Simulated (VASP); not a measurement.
Data:

```yaml
crystal:
  lattice:
    - [0.00000, 2.02365, 2.02365]
    - [2.02365, 0.00000, 2.02365]
    - [2.02365, 2.02365, 0.00000]
  atoms:
    - { symbol: V, position: [0.00000, 0.00000, 0.00000] }
    - { symbol: N, position: [0.50000, 0.50000, 0.50000] }
```

All values below come from LDA (Ceperley-Alder, Perdew-Zunger), VASP's LDA PAW potentials (set 64) (plane waves; VASP 6.6.1). Settings: 520 eV cut-off, 17×17×17 Γ-centred mesh, tetrahedra with Blöchl corrections, potentials V_sv N.

Problem. Tabulate the total density of states (states/eV per cell) against energy (eV; zero at the valence-band maximum or, without a gap, the Fermi level).

Solution. 
```json
[
 {"E (eV)": "-9.95", "DOS (states/eV)": "0.00"},
 {"E (eV)": "-9.83", "DOS (states/eV)": "0.00"},
 {"E (eV)": "-9.60", "DOS (states/eV)": "0.00"},
 {"E (eV)": "-9.49", "DOS (states/eV)": "0.00"},
 {"E (eV)": "-9.26", "DOS (states/eV)": "0.03"},
 {"E (eV)": "-9.14", "DOS (states/eV)": "0.09"},
 {"E (eV)": "-8.92", "DOS (states/eV)": "0.20"},
 {"E (eV)": "-8.80", "DOS (states/eV)": "0.25"},
 {"E (eV)": "-8.57", "DOS (states/eV)": "0.36"},
 {"E (eV)": "-8.46", "DOS (states/eV)": "0.42"},
 {"E (eV)": "-8.23", "DOS (states/eV)": "0.58"},
 {"E (eV)": "-8.12", "DOS (states/eV)": "0.73"},
 {"E (eV)": "-7.89", "DOS (states/eV)": "0.98"},
 {"E (eV)": "-7.78", "DOS (states/eV)": "1.05"},
 {"E (eV)": "-7.55", "DOS (states/eV)": "1.22"},
 {"E (eV)": "-7.43", "DOS (states/eV)": "1.30"},
 {"E (eV)": "-7.20", "DOS (states/eV)": "0.96"},
 {"E (eV)": "-7.09", "DOS (states/eV)": "0.88"},
 {"E (eV)": "-6.86", "DOS (states/eV)": "1.01"},
 {"E (eV)": "-6.75", "DOS (states/eV)": "0.56"},
 {"E (eV)": "-6.52", "DOS (states/eV)": "1.46"},
 {"E (eV)": "-6.40", "DOS (states/eV)": "2.96"},
 {"E (eV)": "-6.17", "DOS (states/eV)": "2.48"},
 {"E (eV)": "-6.06", "DOS (states/eV)": "2.78"},
 {"E (eV)": "-5.83", "DOS (states/eV)": "2.62"},
 {"E (eV)": "-5.72", "DOS (states/eV)": "2.03"},
 {"E (eV)": "-5.49", "DOS (states/eV)": "1.56"},
 {"E (eV)": "-5.38", "DOS (states/eV)": "1.43"},
 {"E (eV)": "-5.26", "DOS (states/eV)": "1.31"},
 {"E (eV)": "-5.03", "DOS (states/eV)": "1.10"},
 {"E (eV)": "-4.92", "DOS (states/eV)": "1.01"},
 {"E (eV)": "-4.69", "DOS (states/eV)": "0.87"},
 {"E (eV)": "-4.58", "DOS (states/eV)": "0.79"},
 {"E (eV)": "-4.35", "DOS (states/eV)": "0.68"},
 {"E (eV)": "-4.23", "DOS (states/eV)": "0.61"},
 {"E (eV)": "-4.00", "DOS (states/eV)": "0.46"},
 {"E (eV)": "-3.89", "DOS (states/eV)": "0.34"},
 {"E (eV)": "-3.66", "DOS (states/eV)": "0.17"},
 {"E (eV)": "-3.55", "DOS (states/eV)": "0.16"},
 {"E (eV)": "-3.32", "DOS (states/eV)": "0.16"},
 {"E (eV)": "-3.21", "DOS (states/eV)": "0.16"},
 {"E (eV)": "-2.98", "DOS (states/eV)": "0.17"},
 {"E (eV)": "-2.86", "DOS (states/eV)": "0.18"},
 {"E (eV)": "-2.63", "DOS (states/eV)": "0.21"},
 {"E (eV)": "-2.52", "DOS (states/eV)": "0.23"},
 {"E (eV)": "-2.29", "DOS (states/eV)": "0.29"},
 {"E (eV)": "-2.18", "DOS (states/eV)": "0.32"},
 {"E (eV)": "-1.95", "DOS (states/eV)": "0.40"},
 {"E (eV)": "-1.83", "DOS (states/eV)": "0.45"},
 {"E (eV)": "-1.61", "DOS (states/eV)": "0.60"},
 {"E (eV)": "-1.49", "DOS (states/eV)": "0.64"},
 {"E (eV)": "-1.26", "DOS (states/eV)": "0.70"},
 {"E (eV)": "-1.15", "DOS (states/eV)": "0.74"},
 {"E (eV)": "-1.03", "DOS (states/eV)": "0.78"},
 {"E (eV)": "-0.81", "DOS (states/eV)": "0.87"},
 {"E (eV)": "-0.69", "DOS (states/eV)": "0.92"},
 {"E (eV)": "-0.46", "DOS (states/eV)": "1.09"},
 {"E (eV)": "-0.35", "DOS (states/eV)": "1.18"},
 {"E (eV)": "-0.12", "DOS (states/eV)": "1.52"},
 {"E (eV)": "-0.01", "DOS (states/eV)": "1.63"},
 {"E (eV)": "0.22", "DOS (states/eV)": "1.48"},
 {"E (eV)": "0.34", "DOS (states/eV)": "1.65"},
 {"E (eV)": "0.56", "DOS (states/eV)": "3.18"},
 {"E (eV)": "0.68", "DOS (states/eV)": "3.37"},
 {"E (eV)": "0.91", "DOS (states/eV)": "2.42"},
 {"E (eV)": "1.02", "DOS (states/eV)": "2.04"},
 {"E (eV)": "1.25", "DOS (states/eV)": "2.55"},
 {"E (eV)": "1.36", "DOS (states/eV)": "5.19"},
 {"E (eV)": "1.59", "DOS (states/eV)": "0.80"},
 {"E (eV)": "1.71", "DOS (states/eV)": "0.65"},
 {"E (eV)": "1.94", "DOS (states/eV)": "0.69"},
 {"E (eV)": "2.05", "DOS (states/eV)": "0.75"},
 {"E (eV)": "2.28", "DOS (states/eV)": "0.78"},
 {"E (eV)": "2.39", "DOS (states/eV)": "0.89"},
 {"E (eV)": "2.62", "DOS (states/eV)": "1.04"},
 {"E (eV)": "2.73", "DOS (states/eV)": "1.06"},
 {"E (eV)": "2.96", "DOS (states/eV)": "0.86"},
 {"E (eV)": "3.08", "DOS (states/eV)": "1.21"},
 {"E (eV)": "3.31", "DOS (states/eV)": "1.34"},
 {"E (eV)": "3.42", "DOS (states/eV)": "1.29"}
]
```
Within 2 eV below the Fermi level the largest weight inside VASP's projection spheres is V d.

The compound is VN in the rock salt structure, which distorts at low temperature. It was relaxed first, which changed the volume by -7 %. The run is not spin-polarised, so no magnetic state was tried. VASP warned that the highest band is occupied, so more bands are needed.
